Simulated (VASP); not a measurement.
These are PBEsol GGA, VASP's PBE PAW potentials (set 64) (plane waves; VASP) values and carry that method's errors.

A VASP calculation is set up with these files.

**INCAR**
```
ENCUT=400   # plane-wave cut-off (eV)
LASPH=.TRUE.   # aspherical one-centre terms
SYSTEM=TiNbB4
PREC=Accurate
GGA=PS
LCHARG=.FALSE.
NELM=100   # most electronic steps
ISMEAR=-1
ALGO=Normal
LWAVE=.FALSE.
LMAXMIX=4   # l cut-off of mixed one-centre charges
LREAL=.FALSE.
SIGMA=0.1
ISIF=2   # forces and stress, cell fixed
EDIFF=1E-6   # SCF stop (eV)
```

POSCAR:
```
TiNbB4
12.9348820
  0.2338860919   0.0000000000   0.0000000000
 -0.1169430846   0.2025512873   0.0000000000
  0.0000000000   0.0000000000   0.5000000000
Ti Nb B
1 1 4
direct
  0.0000000000   0.0000000000   0.5000000000
  0.0000000000   0.0000000000   0.0000000000
  0.3333330000   0.6666670000   0.7407700000
  0.6666670000   0.3333330000   0.2592300000
  0.6666670000   0.3333330000   0.7407700000
  0.3333330000   0.6666670000   0.2592300000
```

KPOINTS:
```
Automatic mesh
0
Gamma
10 10 4
0 0 0
```

POTCAR, in this order: Ti_sv Nb_sv B (PBE.64 set). Program: vasp_std.

Output

### OSZICAR
```
       N       E                     dE             d eps       ncg     rms          rms(c)
DAV:   1     0.334793559867E+03    0.33479E+03   -0.16111E+04  1848   0.153E+03
DAV:   2    -0.184655018176E+02   -0.35326E+03   -0.34832E+03  1920   0.509E+02
DAV:   3    -0.593250800389E+02   -0.40860E+02   -0.40282E+02  3266   0.147E+02
DAV:   4    -0.615015492443E+02   -0.21765E+01   -0.21667E+01  2636   0.295E+01
DAV:   5    -0.616192781615E+02   -0.11773E+00   -0.11698E+00  2944   0.640E+00    0.223E+01
DAV:   6    -0.530986844576E+02    0.85206E+01   -0.47789E+01  2476   0.559E+01    0.589E+00
DAV:   7    -0.534740860309E+02   -0.37540E+00   -0.80156E+00  3012   0.203E+01    0.484E+00
DAV:   8    -0.532565312044E+02    0.21755E+00   -0.17807E+00  2702   0.109E+01    0.323E+00
DAV:   9    -0.532821421662E+02   -0.25611E-01   -0.34823E-01  2650   0.460E+00    0.983E-01
DAV:  10    -0.532710868015E+02    0.11055E-01   -0.91034E-02  2620   0.209E+00    0.277E-01
DAV:  11    -0.532706214989E+02    0.46530E-03   -0.10880E-02  2460   0.705E-01    0.818E-02
DAV:  12    -0.532705937190E+02    0.27780E-04   -0.11096E-03  2622   0.298E-01    0.410E-02
DAV:  13    -0.532705959587E+02   -0.22397E-05   -0.60292E-05  2698   0.654E-02    0.178E-02
DAV:  14    -0.532705997774E+02   -0.38188E-05   -0.18212E-05  2654   0.359E-02    0.524E-03
DAV:  15    -0.532705997121E+02    0.65369E-07   -0.11502E-06  1494   0.895E-03
   1 F= -.53270600E+02 E0= -.53245669E+02  d E =-.498612E-01
```

### OUTCAR
```
------------------------ aborting loop because EDIFF is reached ----------------------------------------
  FORCE on cell =-STRESS in cart. coord.  units (eV):
  Direction    XX          YY          ZZ          XY          YZ          ZX
  --------------------------------------------------------------------------------------
  Total        2.6176636      2.6176633      0.9588808     -0.0000005     -0.0000000     -0.0000000
  in kB       81.8139927     81.8139847     29.9694221     -0.0000156     -0.0000000     -0.0000000
  external PRESSURE =      64.5324665 kB  Pullay stress =       0.0000000 kB
  volume of cell :       51.26
      direct lattice vectors                 reciprocal lattice vectors
     3.025289000  0.000000000  0.000000000     0.330546933  0.190841433  0.000000000
    -1.512645000  2.619977000  0.000000000     0.000000000  0.381682740  0.000000000
     0.000000000  0.000000000  6.467441000     0.000000000  0.000000000  0.154620661
 POSITION                                       TOTAL-FORCE (eV/Angst)
 -----------------------------------------------------------------------------------
      0.00000      0.00000      3.23372         0.000000     -0.000000      0.000000
      0.00000      0.00000      0.00000         0.000000     -0.000000      0.000000
     -0.00000      1.74665      4.79089        -0.000000      0.000000      0.051855
      1.51265      0.87332      1.67655        -0.000000     -0.000000     -0.051855
      1.51265      0.87332      4.79089         0.000000     -0.000000      0.051855
     -0.00000      1.74665      1.67655        -0.000000     -0.000000     -0.051855
 -----------------------------------------------------------------------------------
    total drift:                               -0.000000      0.000000      0.000000
  FREE ENERGIE OF THE ION-ELECTRON SYSTEM (eV)
  ---------------------------------------------------
  free  energy   TOTEN  =       -53.2705997121 eV

  energy  without entropy=      -53.2207385330  energy(sigma->0) =      -53.24566912
```
(Selected blocks of OUTCAR.)

At this cut-off the stress carries a Pulay error, which pulls relaxed volumes low.

The structure comes from a computed database's TiNbB4 entry; how it stands against other phases isn't given here. The cell was not relaxed at this level, and its volume differs by -5.9 % from the start's. The electron count is odd and the run is not spin-polarised, which forces a metal. VASP warned that the highest band is occupied, so more bands are needed.
